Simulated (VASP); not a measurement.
# Nb3B5: relaxation of cell and atoms with PBE

Nb3B5:

```xyz
8
Lattice="3.4925 0.0000 0.0000 0.0000 3.4925 0.0000 0.0000 0.0000 7.4649" Properties=species:S:1:pos:R:3 pbc="T T T"
Nb    0.0000    0.0000    3.7325
Nb    1.7463    1.7463    0.0000
Nb    1.7463    1.7463    3.7325
B     0.0000    1.7463    1.8699
B     0.0000    1.7463    5.5951
B     1.7463    0.0000    1.8699
B     1.7463    0.0000    5.5951
B     0.0000    0.0000    0.0000
```

The cell was built by a generator and needn't be a form met in nature.

```
Program                : VASP 6.6.1
Task                   : relaxation of cell and atoms
Functional             : PBE
Potentials or basis    : VASP PAW PBE potentials, release 64 (Nb_sv, B)
Cutoff                 : 520 eV
k mesh                 : 5 × 5 × 3
Occupations            : gaussian, width 0.15 eV
Spin                   : no spin polarisation
Further INCAR settings : PREC = Normal; ALGO = Fast; EDIFF = 0.0001; IBRION = 2; EDIFFG = -0.08; NSW = 24; ISIF = 3
```

```
Relaxed volume                         : 10.78 Å³/atom
Relaxed cell                           : a = 3.593 Å, b = 3.593 Å, c = 6.682 Å, α = 90.00°, β = 90.00°, γ = 90.00°
Space group after relaxing (to 0.05 Å) : P4/mmm (No. 123)
Energy gained by relaxing              : 96.0 meV/atom
Ionic steps                            : 10
Pressure after relaxing                : 0.4 GPa
Band gap on the k mesh                 : none (metal or under the smearing width)
```

Stress tensor (GPa, compression positive):
```
0.27 0.00 0.00
0.00 0.27 0.00
0.00 0.00 0.70
```

Step by step:
```tsv
step	energy change (eV)	largest force (eV/Å)	pressure (GPa)	volume (Å³)
1	0.0000	0.1228	-8.08	91.05
2	-0.5929	0.4484	9.64	83.47
3	-0.6042	0.3595	7.40	84.31
4	-0.7489	0.2070	-2.20	87.62
5	-0.7568	0.2345	-0.49	86.92
6	-0.7569	0.2345	-0.58	86.98
7	-0.7548	0.2218	-1.44	87.30
8	-0.7568	0.2299	-0.73	87.03
9	-0.7655	0.1208	-0.38	86.67
10	-0.7678	0.0020	0.42	86.26
```

Final structure:
```yaml
crystal:
  lattice:
    - [3.59297, 0.00000, 0.00000]
    - [0.00000, 3.59297, 0.00000]
    - [0.00000, 0.00000, 6.68229]
  atoms:
    - { symbol: Nb, position: [0.00000, 0.00000, 0.50000] }
    - { symbol: Nb, position: [0.50000, 0.50000, 0.00000] }
    - { symbol: Nb, position: [0.50000, 0.50000, 0.50000] }
    - { symbol: B, position: [0.00000, 0.50000, 0.24585] }
    - { symbol: B, position: [0.00000, 0.50000, 0.75415] }
    - { symbol: B, position: [0.50000, 0.00000, 0.24585] }
    - { symbol: B, position: [0.50000, 0.00000, 0.75415] }
    - { symbol: B, position: [0.00000, 0.00000, 0.00000] }
```

Levels at points of the mesh, in eV from the Fermi level:
```csv
k point,band 23,band 24,band 25,band 26,band 27,band 28,band 29,band 30,band 31,band 32
"(0.00, 0.00, 0.00)",-2.82,-1.76,-1.47,-0.29,-0.29,0.13,0.62,1.83,1.83,1.93
```

Wall time 120 s on 1 thread of Intel(R) Xeon(R) Platinum 8488C (Sapphire Rapids), with other jobs on the host, peak memory 0.16 GiB.
